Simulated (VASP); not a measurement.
Wanted: the native input for a VASP 6.6.1 run.

* Task: electrostatic potential
* Functional: HSE06
* Potentials or basis: VASP PAW PBE potentials, release 64 (Pb_d, S)
* Cutoff: 520 eV
* k mesh: 6 × 6 × 6
* Occupations: gaussian, width 0.02 eV
* Spin: no spin polarisation
* Grid for exact exchange (PRECFOCK): Fast
* Screening parameter: 0.2 1/A
* Further INCAR settings: ALGO = Normal; EDIFF = 1e-07

Crystal: PbS.

```
Pb S
1.0
     0.00000    2.97341    2.97341
     2.97341    0.00000    2.97341
     2.97341    2.97341    0.00000
Pb S
1 1
Direct
  0.00000 0.00000 0.00000
  0.50000 0.50000 0.50000
```

The cell was built by a generator and needn't be a form met in nature.

The input as run:

POSCAR

```
PbS                                     
1.0
    0.0000000000      2.9734091263      2.9734091263
    2.9734091263      0.0000000000      2.9734091263
    2.9734091263      2.9734091263      0.0000000000
  Pb              S             
     1     1
Direct
     0.0000000000000000    0.0000000000000000    0.0000000000000000
     0.5000000000000000    0.5000000000000000    0.5000000000000000
```

INCAR.step1

```
PREC     = Accurate       # precision mode
ENCUT    = 520            # plane-wave cutoff, eV
EDIFF    = 1E-5           # SCF threshold, eV
ISMEAR   = 0              # smearing method
SIGMA    = 0.02           # smearing width, eV
LREAL    = False          # projectors in reciprocal space
LASPH    = True           # aspherical terms in the spheres
NELM     = 80             # most SCF steps
ALGO     = Normal         # electronic algorithm
ISIF     = 2              # what is computed and relaxed
LWAVE    = True           # write WAVECAR
GGA      = PE             # functional
KPAR     = 4
```

INCAR.step2

```
PREC     = Accurate       # precision mode
ENCUT    = 520            # plane-wave cutoff, eV
EDIFF    = 1E-7           # SCF threshold, eV
ISMEAR   = 0              # smearing method
SIGMA    = 0.02           # smearing width, eV
LREAL    = False          # projectors in reciprocal space
LASPH    = True           # aspherical terms in the spheres
NELM     = 80             # most SCF steps
ALGO     = Normal         # electronic algorithm
ISIF     = 2              # what is computed and relaxed
LWAVE    = False          # write WAVECAR
LCHARG   = True           # write CHGCAR
GGA      = PE             # functional
LHFCALC  = True           # exact exchange
HFSCREEN = 0.2            # screening, 1/A
PRECFOCK = Fast         
LVHAR    = True         
ISTART   = 1            
KPAR     = 4
```

KPOINTS

```
Automatic mesh
0
Gamma
  6 6 6
```

Potentials or basis: VASP PAW PBE potentials, release 64 (Pb_d, S).

Run with:

```sh
$ cat potpaw_PBE.64/Pb_d/POTCAR potpaw_PBE.64/S/POTCAR > POTCAR
$ cp INCAR.step1 INCAR
$ mpirun -np 4 vasp_std > vasp.out
$ cp INCAR.step2 INCAR
$ mpirun -np 4 vasp_std > vasp.out
```

Results of the run:

| Quantity | Value |
| --- | --- |
| Pressure | 0.5 GPa |
| Band gap on the k mesh | 0.84 eV, direct |

Caveat: the PAW data sets were made with another functional, which shifts forces and pressure a little; spin-orbit coupling is left out, which as a rule narrows the gap of such compounds by several tenths of an eV.

Wall time 2.9 min on 4 MPI ranks on Intel(R) Xeon(R) 6975P-C (Granite Rapids) (shared host), peak memory 0.28 GiB a rank.
